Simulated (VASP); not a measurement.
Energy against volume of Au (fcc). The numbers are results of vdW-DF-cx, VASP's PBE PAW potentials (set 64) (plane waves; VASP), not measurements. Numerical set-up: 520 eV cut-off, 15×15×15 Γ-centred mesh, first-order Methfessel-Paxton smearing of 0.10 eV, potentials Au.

| V (Å³/atom) | E (eV/atom) |
|---|---|
| 16.120 | -0.86745 |
| 16.635 | -0.89646 |
| 17.149 | -0.90544 |
| 17.664 | -0.89805 |

Task: Fit these four points and predict the energy of the run at 18.178 Å³/atom.

Result: A cubic in V^(−2/3), the third-order Birch-Murnaghan form, passes through the four points with V0 = 17.16 Å³/atom and B0 = 169 GPa, and gives -0.8773 eV/atom there. The run gave -0.8771 eV/atom, +0.1 meV/atom from the fit; all five points give B0 = 169 GPa.

The compound is Au in the fcc structure. It was relaxed first.
